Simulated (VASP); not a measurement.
Input:

```yaml
crystal:
  lattice:
    - [0.00000, 2.03493, 2.03493]
    - [2.03493, 0.00000, 2.03493]
    - [2.03493, 2.03493, 0.00000]
  atoms:
    - { symbol: V, position: [0.00000, 0.00000, 0.00000] }
    - { symbol: N, position: [0.50000, 0.50000, 0.50000] }
```

Calculation: AM05 GGA, VASP's PBE PAW potentials (set 64) (plane waves; VASP). Numerical set-up: 520 eV cut-off, Gaussian smearing of 0.050 eV, potentials V_sv N.

Problem. Give the energies of bands 6 to 12 at the high-symmetry points, in eV from the Fermi level.

Solution. 
```json
[
 {"band": "6", "Γ": "-2.27", "X": "-6.83", "U": "-6.75", "L": "-9.22", "W": "-6.42"},
 {"band": "7", "Γ": "-2.27", "X": "-4.08", "U": "-6.70", "L": "-6.34", "W": "-6.42"},
 {"band": "8", "Γ": "-2.27", "X": "-3.73", "U": "-5.21", "L": "-6.34", "W": "-6.18"},
 {"band": "9", "Γ": "-1.62", "X": "-3.73", "U": "-1.23", "L": "0.67", "W": "0.17"},
 {"band": "10", "Γ": "-1.62", "X": "0.53", "U": "0.94", "L": "0.67", "W": "0.17"},
 {"band": "11", "Γ": "-1.62", "X": "1.33", "U": "1.43", "L": "1.60", "W": "1.34"},
 {"band": "12", "Γ": "-0.52", "X": "1.33", "U": "2.88", "L": "5.29", "W": "2.36"}
]
```

It has no gap at this level: it comes out as a metal or semimetal.

The compound is VN in the rock salt structure, which distorts at low temperature. It was relaxed first. The run is not spin-polarised, so no magnetic state was tried. VASP warned that the highest band is occupied, so more bands are needed.
